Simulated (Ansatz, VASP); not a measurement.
# Si19H30C19 (SiC wire along [111], 38 atoms a period, H-terminated): VASP beside Ansatz

One calculation is typed for both programs; each brings its own data sets. How far apart do they land? The cell is taken from a series of runs on this material, whose earlier steps may have relaxed, scaled, displaced or heated it; both programs get it as it stands.

Calculated with Ansatz 0.2.0; plane waves, with VASP 6.6.1 beside it; single point at PBE.

## (1) The structure

The cell holds 68 atoms: 19 Si, 19 C and 30 H. Its edges and angles: a = 15.395 Å, b = 16.394 Å, c = 7.670 Å, α = 90.0°, β = 90.0°, γ = 90.0°. Vacuum lies along a and b. The structure's axis is c.

## (2) VASP: single point, PBE

A single point gives forces, pressure and levels at one fixed geometry, so differences don't come from the geometry; what else differs is listed under the comparison.

Lines of VASP's logs that name or quote its potential files are left out, and so is its time.

Contents of INCAR:

```
SYSTEM = Si19H30C19
PREC = Accurate
ENCUT = 520
EDIFF = 1E-06
NELM = 120
ISMEAR = -1
SIGMA = 0.05
LREAL = Auto
ALGO = Normal
GGA = PE
NBANDS = 144
LORBIT = 11
LWAVE = .FALSE.
LCHARG = .FALSE.
ISIF = 2
LASPH = .TRUE.
GGA_COMPAT = .FALSE.
EFERMI = MIDGAP
KPAR = 4
```

Contents of POSCAR:

```
Si19H30C19
1.0
   15.3950000000      0.0000000000      0.0000000000
    0.0000000000     16.3940000000      0.0000000000
    0.0000000000      0.0000000000      7.6695984822
Si C H
19 19 30
Direct
    0.3996214470      0.3471953190      0.0026892530
    0.5000000000      0.5100926110      0.0014362300
    0.6003785530      0.3471953190      0.0026892530
    0.7004086240      0.5098998370      0.0026843770
    0.2984283630      0.6193750530      0.3340752250
    0.3992355860      0.4554604050      0.3351910980
    0.5000000000      0.6193572740      0.3351944020
    0.5000000000      0.2915342510      0.3341013500
    0.6007644140      0.4554604050      0.3351910980
    0.7015716370      0.6193750530      0.3340752250
    0.2994633070      0.4013465530      0.6709376960
    0.3988093990      0.5649552290      0.6681299300
    0.5000000000      0.4003672560      0.6681335070
    0.5000000000      0.7275575030      0.6709205050
    0.6011906010      0.5649552290      0.6681299300
    0.7005366930      0.4013465530      0.6709376960
    0.2995913760      0.5098998370      0.0026843770
    0.3999706850      0.6731759380      0.0026772950
    0.6000293150      0.6731759380      0.0026772950
    0.3007365860      0.5114367670      0.2482965280
    0.4016234340      0.3473380640      0.2483037210
    0.3991104690      0.6714466770      0.2482925220
    0.5000000000      0.5100755720      0.2511346870
    0.5983765660      0.3473380640      0.2483037210
    0.6008895310      0.6714466770      0.2482925220
    0.6992634140      0.5114367670      0.2482965280
    0.2996847090      0.6186729100      0.5793215660
    0.3990473950      0.4553399970      0.5840553470
    0.5000000000      0.6195373480      0.5840551110
    0.5000000000      0.2928714830      0.5793407170
    0.6009526050      0.4553399970      0.5840553470
    0.7003152910      0.6186729100      0.5793215660
    0.3006278870      0.4019767220      0.9159650860
    0.3991106930      0.5647738540      0.9166919300
    0.5000000000      0.4006712050      0.9166943500
    0.5000000000      0.7262680120      0.9159499860
    0.6008893070      0.5647738540      0.9166919300
    0.6993721130      0.4019767220      0.9159650860
    0.2187366720      0.6625438600      0.2688010870
    0.5000000000      0.2051021540      0.2688793600
    0.7812633280      0.6625438600      0.2688010870
    0.2416560150      0.4797664260      0.2940022980
    0.3428684930      0.3151400450      0.2940165370
    0.3987871240      0.7353334800      0.2939749680
    0.6012128760      0.7353334800      0.2939749680
    0.6571315070      0.3151400450      0.2940165370
    0.7583439850      0.4797664260      0.2940022980
    0.2179863290      0.4412568370      0.6056743430
    0.2955699310      0.3151171600      0.6056986310
    0.4224178270      0.7737834630      0.6056384990
    0.5775821730      0.7737834630      0.6056384990
    0.7044300690      0.3151171600      0.6056986310
    0.7820136710      0.4412568370      0.6056743430
    0.2403747490      0.5886756240      0.6272944110
    0.2977055330      0.6819064190      0.6272924200
    0.4426685470      0.2596602230      0.6273328100
    0.5573314530      0.2596602230      0.6273328100
    0.7022944670      0.6819064190      0.6272924200
    0.7596252510      0.5886756240      0.6272944110
    0.2188434060      0.5522380110      0.9401680100
    0.3205040990      0.7176006700      0.9401650950
    0.3983338540      0.2603342440      0.9402137510
    0.6016661460      0.2603342440      0.9402137510
    0.6794959010      0.7176006700      0.9401650950
    0.7811565940      0.5522380110      0.9401680100
    0.2419032760      0.3701379970      0.9627873640
    0.5000000000      0.7899510080      0.9627397200
    0.7580967240      0.3701379970      0.9627873640
```

Contents of KPOINTS:

```
Automatic mesh
0
Gamma
1 1 11
0 0 0
```

PAW data sets: Si, C and H (PBE family, release 64).

Launch:

```sh
$ mpirun -np 8 vasp_std
```

Numbers of over 12 decimals in the logs are rounded to 6 here.

What it wrote:

```text
[banner, memory and clock lines left out]
running    8 mpi-ranks, on    1 nodes
[...]
|                                                                             |
|           W    W    AA    RRRRR   N    N  II  N    N   GGGG   !!!           |
|           W    W   A  A   R    R  NN   N  II  NN   N  G    G  !!!           |
|           W    W  A    A  R    R  N N  N  II  N N  N  G       !!!           |
|           W WW W  AAAAAA  RRRRR   N  N N  II  N  N N  G  GGG   !            |
|           WW  WW  A    A  R   R   N   NN  II  N   NN  G    G                |
|           W    W  A    A  R    R  N    N  II  N    N   GGGG   !!!           |
|                                                                             |
|     For optimal performance we recommend to set                             |
|       NCORE = 2 up to number-of-cores-per-socket                            |
|     NCORE specifies how many cores store one orbital (NPAR=cpu/NCORE).      |
|     This setting can greatly improve the performance of VASP for DFT.       |
|     The default, NCORE=1 might be grossly inefficient on modern             |
|     multi-core architectures or massively parallel machines. Do your        |
|     Unfortunately you need to use the default for GW and RPA                |
|     calculations (for HF NCORE is supported but not extensively tested      |
|     yet).                                                                   |
|                                                                             |

 LDA part: xc-table for (Slater+PW92), standard interpolation
 POSCAR, INCAR and KPOINTS ok, starting setup
[...]
entering main loop
       N       E                     dE             d eps       ncg     rms          rms(c)
DAV:   1     0.109852362179E+04    0.10985E+04   -0.63472E+04  1752   0.951E+02
DAV:   2    -0.219666431016E+03   -0.13182E+04   -0.12575E+04  2488   0.208E+02
DAV:   3    -0.423598798316E+03   -0.20393E+03   -0.20195E+03  2224   0.789E+01
DAV:   4    -0.435499033758E+03   -0.11900E+02   -0.11861E+02  2352   0.221E+01
[...]
DAV:  24    -0.389162978782E+03   -0.18799E-05   -0.34177E-07  1648   0.113E-03    0.638E-04
DAV:  25    -0.389162979964E+03   -0.11818E-05   -0.93255E-08  1456   0.597E-04    0.399E-04
DAV:  26    -0.389162980796E+03   -0.83221E-06   -0.77069E-08  1544   0.575E-04
   1 F= -.38916298E+03 E0= -.38916298E+03  d E =-.692735E-14
```

Parts of OUTCAR (step 2):

```text
 POSITION                                       TOTAL-FORCE (eV/Angst)
 -----------------------------------------------------------------------------------
      6.15217      5.69192      0.02063        -0.003620     -0.010521     -0.005257
      7.69750      8.36246      0.01102        -0.000000      0.003681     -0.007039
      9.24283      5.69192      0.02063         0.003620     -0.010521     -0.005257
     10.78279      8.35930      0.02059         0.010075      0.004304     -0.004245
      4.59430     10.15403      2.56222        -0.007842      0.003816     -0.004333
      6.14623      7.46682      2.57078        -0.000819      0.002870     -0.007566
      7.69750     10.15374      2.57081        -0.000000     -0.000064     -0.008385
      7.69750      4.77941      2.56242        -0.000000     -0.008962     -0.004308
      9.24877      7.46682      2.57078         0.000819      0.002870     -0.007566
     10.80070     10.15403      2.56222         0.007842      0.003816     -0.004333
      4.61024      6.57968      5.14582        -0.004778     -0.005616     -0.010367
      6.13967      9.26188      5.12429        -0.006252      0.006235     -0.003294
      7.69750      6.56362      5.12432        -0.000000     -0.007686     -0.006406
      7.69750     11.92758      5.14569        -0.000000      0.001474     -0.008200
[...]
-----------------------------------------------------------------------------------
    total drift:                                0.000000      0.020300      0.040917

  FREE ENERGIE OF THE ION-ELECTRON SYSTEM (eV)
  ---------------------------------------------------
  free  energy   TOTEN  =      -389.1629807964 eV

  energy  without entropy=     -389.1629807964  energy(sigma->0) =     -389.16298080

[... 1 further part left out ...]
```

## (3) Ansatz: single point, PBE

Ansatz runs on its PAW soft_1 files.

The same cell, functional, mesh and smearing now go to Ansatz, which takes its cutoff from its data sets.

Contents of input.yaml:

```yaml
crystal:
  lattice:
    - [15.395, 0.0, 0.0]
    - [0.0, 16.394, 0.0]
    - [0.0, 0.0, 7.6695984822]
  atoms:
    - { symbol: Si, position: [0.399621447, 0.347195319, 0.002689253] }
    - { symbol: Si, position: [0.5, 0.510092611, 0.00143623] }
    - { symbol: Si, position: [0.600378553, 0.347195319, 0.002689253] }
    - { symbol: Si, position: [0.700408624, 0.509899837, 0.002684377] }
    - { symbol: C, position: [0.300736586, 0.511436767, 0.248296528] }
    - { symbol: C, position: [0.401623434, 0.347338064, 0.248303721] }
    - { symbol: C, position: [0.399110469, 0.671446677, 0.248292522] }
    - { symbol: C, position: [0.5, 0.510075572, 0.251134687] }
    - { symbol: C, position: [0.598376566, 0.347338064, 0.248303721] }
    - { symbol: C, position: [0.600889531, 0.671446677, 0.248292522] }
    - { symbol: C, position: [0.699263414, 0.511436767, 0.248296528] }
    - { symbol: H, position: [0.218736672, 0.66254386, 0.268801087] }
    - { symbol: H, position: [0.5, 0.205102154, 0.26887936] }
    - { symbol: H, position: [0.781263328, 0.66254386, 0.268801087] }
    - { symbol: H, position: [0.241656015, 0.479766426, 0.294002298] }
    - { symbol: H, position: [0.342868493, 0.315140045, 0.294016537] }
    - { symbol: H, position: [0.398787124, 0.73533348, 0.293974968] }
    - { symbol: H, position: [0.601212876, 0.73533348, 0.293974968] }
    - { symbol: H, position: [0.657131507, 0.315140045, 0.294016537] }
    - { symbol: H, position: [0.758343985, 0.479766426, 0.294002298] }
    - { symbol: Si, position: [0.298428363, 0.619375053, 0.334075225] }
    - { symbol: Si, position: [0.399235586, 0.455460405, 0.335191098] }
    - { symbol: Si, position: [0.5, 0.619357274, 0.335194402] }
    - { symbol: Si, position: [0.5, 0.291534251, 0.33410135] }
    - { symbol: Si, position: [0.600764414, 0.455460405, 0.335191098] }
    - { symbol: Si, position: [0.701571637, 0.619375053, 0.334075225] }
    - { symbol: C, position: [0.299684709, 0.61867291, 0.579321566] }
    - { symbol: C, position: [0.399047395, 0.455339997, 0.584055347] }
    - { symbol: C, position: [0.5, 0.619537348, 0.584055111] }
    - { symbol: C, position: [0.5, 0.292871483, 0.579340717] }
    - { symbol: C, position: [0.600952605, 0.455339997, 0.584055347] }
    - { symbol: C, position: [0.700315291, 0.61867291, 0.579321566] }
    - { symbol: H, position: [0.217986329, 0.441256837, 0.605674343] }
    - { symbol: H, position: [0.295569931, 0.31511716, 0.605698631] }
    - { symbol: H, position: [0.422417827, 0.773783463, 0.605638499] }
    - { symbol: H, position: [0.577582173, 0.773783463, 0.605638499] }
    - { symbol: H, position: [0.704430069, 0.31511716, 0.605698631] }
    - { symbol: H, position: [0.782013671, 0.441256837, 0.605674343] }
    - { symbol: H, position: [0.240374749, 0.588675624, 0.627294411] }
    - { symbol: H, position: [0.297705533, 0.681906419, 0.62729242] }
    - { symbol: H, position: [0.442668547, 0.259660223, 0.62733281] }
    - { symbol: H, position: [0.557331453, 0.259660223, 0.62733281] }
    - { symbol: H, position: [0.702294467, 0.681906419, 0.62729242] }
    - { symbol: H, position: [0.759625251, 0.588675624, 0.627294411] }
    - { symbol: Si, position: [0.299463307, 0.401346553, 0.670937696] }
    - { symbol: Si, position: [0.398809399, 0.564955229, 0.66812993] }
    - { symbol: Si, position: [0.5, 0.400367256, 0.668133507] }
    - { symbol: Si, position: [0.5, 0.727557503, 0.670920505] }
    - { symbol: Si, position: [0.601190601, 0.564955229, 0.66812993] }
    - { symbol: Si, position: [0.700536693, 0.401346553, 0.670937696] }
    - { symbol: C, position: [0.300627887, 0.401976722, 0.915965086] }
    - { symbol: C, position: [0.399110693, 0.564773854, 0.91669193] }
    - { symbol: C, position: [0.5, 0.400671205, 0.91669435] }
    - { symbol: C, position: [0.5, 0.726268012, 0.915949986] }
    - { symbol: C, position: [0.600889307, 0.564773854, 0.91669193] }
    - { symbol: C, position: [0.699372113, 0.401976722, 0.915965086] }
    - { symbol: H, position: [0.218843406, 0.552238011, 0.94016801] }
    - { symbol: H, position: [0.320504099, 0.71760067, 0.940165095] }
    - { symbol: H, position: [0.398333854, 0.260334244, 0.940213751] }
    - { symbol: H, position: [0.601666146, 0.260334244, 0.940213751] }
    - { symbol: H, position: [0.679495901, 0.71760067, 0.940165095] }
    - { symbol: H, position: [0.781156594, 0.552238011, 0.94016801] }
    - { symbol: H, position: [0.241903276, 0.370137997, 0.962787364] }
    - { symbol: H, position: [0.5, 0.789951008, 0.96273972] }
    - { symbol: H, position: [0.758096724, 0.370137997, 0.962787364] }
    - { symbol: Si, position: [0.299591376, 0.509899837, 0.002684377] }
    - { symbol: Si, position: [0.399970685, 0.673175938, 0.002677295] }
    - { symbol: Si, position: [0.600029315, 0.673175938, 0.002677295] }
kpoints:
  mp_grid: { grid: [1, 1, 11] }
  band_path: { path: ["Γ", Z], npoints: 90 }
scf:
  occupations: { method: fermi_dirac, width: 0.05 }
hamiltonian:
  xc: pbe
  pseudopotentials: { kind: paw, azcp: { folder: soft_1 } }
output:
  dos: { e_range: [-5, 4] }
  write_potential: true
  write_density: true
  volumetric_format: npy
```

Launch:

```sh
$ ansatz run input.yaml --threads 16 --pin off --max-ram 61440MiB --backend cuda --events-out ev --progress --plain --runs-dir out --max-vram 78GiB
```

What it wrote:

```text
Engine: ansatz 0.2.0, aarch64-unknown-linux-gnu
Pseudopotentials: kind: paw
Pseudopotential: Si, paw, valence charge 4, recommended cutoff 420 eV (normal), soft_1/Si.paw.azcp
Pseudopotential: C, paw, valence charge 4, recommended cutoff 420 eV (normal), soft_1/C.paw.azcp
Pseudopotential: H, paw, valence charge 1, recommended cutoff 420 eV (normal), soft_1/H.paw.azcp
Functional definition: PBE
  parameter kappa = 0.804
  parameter beta = 0.066725
  exchange = pbe_x(kappa = kappa, mu = beta*pi^2/3)
  correlation = pbe_c(beta = beta)
[...]
Crystal: 68 atoms, lattice volume = 1935.696 Å³
Basis set: ecut = 420 eV, 37913 PW (Γ)
Bands: 159, of which v1, the nominal top of the filled ones, is band 91 counted from 1 (90 counted from 0)
Symmetry: 2 space group operations
Space group: Pm (ITA 6), of the structure as read, at distance tolerance 1.2e-4 Å
k-points: 6 of 11 (time reversal used)
Non-local potential: Si, projectors of the file, l = 0: 2, l = 1: 2, l = 2: 1
Non-local potential: C, projectors of the file, l = 0: 2, l = 1: 2, l = 2: 1
Non-local potential: H, projectors of the file, l = 0: 2, l = 1: 1
PAW form: soft (Blöchl's): semilocal exchange-correlation on the pseudo side does not see the compensation charge
PAW one-centre angular grid: Si, 110 points (default); XC on 64 Gauss nodes
PAW one-centre angular grid: C, 110 points (default); XC on 64 Gauss nodes
PAW one-centre angular grid: H, 110 points (default); XC on 64 Gauss nodes
Initial density: superposition of atomic densities (neutral atoms: chi_scale 0, normalization atom)
Initial wavefunctions: pseudopotential atomic-orbital guess
[...]
Functional: x = pbe(κ = 0.804, μ = 0.219515), c = pbe(β = 0.066725)
SCF iter   1: F=—  HF=-17379.229996 eV  |F-HF|=—  |Δ(HF+E_count)|=         —  Δρ=7.68e-2  dr2=1.44e2  ethr=3.10e-3  ⟨swp⟩=8.7  Hψ=5985  notcnv=0  defer=149
preconditioner: auto → Resta (q_TF=auto, 1.840 Å⁻¹)  ε∞=1.7  [insulator: Δε(μ)=5.060 eV  Ē_g=13.348 eV  σ=0.050 eV  W_gap=1.00  n_scr=200 (ndim 8)  ℏωp=11.4 eV  f_vac=0.564  D(μ)=0.00/eV (n_scr^D=0)  ε∞_Penn≈1.7  vacuum switching on, ρ_ref=1.3e-2 e/Å³]
SCF iter   2: F=—  HF=-17336.403828 eV  |F-HF|=—  |Δ(HF+E_count)|=    4.28e1  Δρ=2.81e-2  dr2=1.02e1  ethr=3.10e-3  ⟨swp⟩=4.5  Hψ=2346  notcnv=0  defer=367
SCF iter   3: F=—  HF=-17334.145119 eV  |F-HF|=—  |Δ(HF+E_count)|=    2.26e0  Δρ=1.15e-2  dr2=2.15e0  ethr=3.10e-3  ⟨swp⟩=3.0  Hψ=1415  notcnv=0  defer=363
SCF iter   4: F=—  HF=-17333.796336 eV  |F-HF|=—  |Δ(HF+E_count)|=   3.49e-1  Δρ=2.44e-3  dr2=4.35e-1  ethr=1.18e-3  ⟨swp⟩=5.0  Hψ=1270  notcnv=0  defer=363
SCF iter   5: F=—  HF=-17333.704641 eV  |F-HF|=—  |Δ(HF+E_count)|=   9.17e-2  Δρ=9.31e-4  dr2=9.36e-3  ethr=2.39e-4  ⟨swp⟩=4.5  Hψ=1427  notcnv=0  defer=362
SCF iter   6: F=—  HF=-17333.709755 eV  |F-HF|=—  |Δ(HF+E_count)|=   5.11e-3  Δρ=3.37e-4  dr2=2.67e-3  ethr=5.14e-6  ⟨swp⟩=2.0  Hψ=1209  notcnv=0  defer=362
[...]
SCF iter   9: F=—  HF=-17333.710001 eV  |F-HF|=—  |Δ(HF+E_count)|=   1.12e-5  Δρ=8.09e-6  dr2=1.83e-6  ethr=6.55e-9  ⟨swp⟩=2.0  Hψ=1300  notcnv=0  defer=362
SCF iter  10: F=—  HF=-17333.710001 eV  |F-HF|=—  |Δ(HF+E_count)|=   2.34e-7  Δρ=2.16e-6  dr2=1.02e-7  ethr=1.01e-9  ⟨swp⟩=2.0  Hψ=1053  notcnv=0  defer=362
SCF iter  11: F=-17333.710001 eV  HF=-17333.710001 eV  |F-HF|=4.02e-9  |Δ(HF+E_count)|=   5.06e-8  Δρ=7.54e-7  dr2=1.06e-8  ethr=5.49e-11  ⟨swp⟩=23.2  Hψ=8533  notcnv=0
SCF 1 converged in 11 iterations: F = -17333.710001 eV  dr2 = 1.06e-8
  greatest PAW one-centre occupation: 0.651 electrons in one spin orbital (limit 2), on the C atom at site 29 (counted from 0), in its partial waves of l = 0
[...]
NSCF: frozen V_eff on 91 k-points
[...]
SCF converged after 11 iterations
[...]
k-point 1: bands = ["-16.2761", "-15.3007", "-15.3006", "-14.7358", "-14.3252", "-14.3252", "-14.1681", "-13.8867", "-13.8455", "-13.8451", "-13.5278", "-13.5035", "-13.5034", "-13.1655", "-13.1164", "-13.1162", "-12.8588", "-12.8587", "-12.7102", "-9.6411", "-9.5358", "-9.5318", "-9.1620", "-9.1596", "-9.1542", "-9.0973", "-8.8919", "-8.8807", "-8.8800", "-8.6530", "-8.6501", "-8.4095", "-8.4078", "-8.2391", "-7.6 [...]
  k-point 2: bands = ["-16.2271", "-15.2584", "-15.2583", "-15.0090", "-14.3632", "-14.3632", "-13.9866", "-13.9863", "-13.9240", "-13.8715", "-13.4960", "-13.4959", "-13.4876", "-13.1640", "-13.0272", "-13.0270", "-12.7810", "-12.7809", "-12.7322", "-9.6470", "-9.5252", "-9.5209", "-9.2000", "-9.1973", "-9.1873", "-9.1390", "-8.9055", "-8.9042", "-8.8098", "-8.6460", "-8.6421", "-8.6154", "-8.3448", "-8.3441", "-7.7 [...]
  k-point 5: bands = ["-15.9009", "-15.6847", "-15.0012", "-15.0007", "-14.7539", "-14.7534", "-13.9617", "-13.9617", "-13.8876", "-13.7626", "-13.7626", "-13.5204", "-13.3303", "-13.1591", "-12.7086", "-12.7016", "-12.7010", "-12.6008", "-12.6006", "-9.7598", "-9.5094", "-9.5073", "-9.5027", "-9.2592", "-9.2515", "-9.2503", "-8.9896", "-8.9859", "-8.9378", "-8.7155", "-8.7108", "-8.6645", "-8.0548", "-8.0546", "-7.8 [...]
```

Reading the cycles: dr2 is the Hartree energy of the density residual (eV), the measure of convergence; HF is the Harris–Foulkes estimate of the energy, which meets the free energy F at convergence.

## (4) Side by side

Known differences besides the potentials themselves: the cutoff is 420 eV in Ansatz and 520 eV in VASP (PREC = Accurate, projectors in real space). Total energies have different zeros and are not compared.

Both answers:

| quantity | Ansatz | VASP | difference |
| --- | --- | --- | --- |
| gap on the k mesh (eV) | 3.272 | 3.271 | +0.001 |

A gap on the mesh is an upper bound, since the band edges may lie between its points.

## (5) Outcome

| Quantity | Value |
| --- | --- |
| difference in gap on the k mesh (single point, PBE) | 0.0014 eV |

What this shows: The difference in gap on the k mesh is 0.0014 eV (single point, PBE), within the 0.08 eV picked in this series as the mark of a large difference. Such differences can come from data sets, numerical settings and the points named under the comparisons, not from the functional's error against experiment.

[Lines on the potential files, build, host, timing and source positions are cut from VASP's logs without a mark.]

[Logs are printed without paths, hosts, clocks, repeated set-up lines and the standing remarks that a program may print on its own settings, such as how far it seeks lower states.]

[Hosts, paths, dates, database ids (printed as entryN), source tags and the programs' standing remarks are cut or masked in the printed files.]
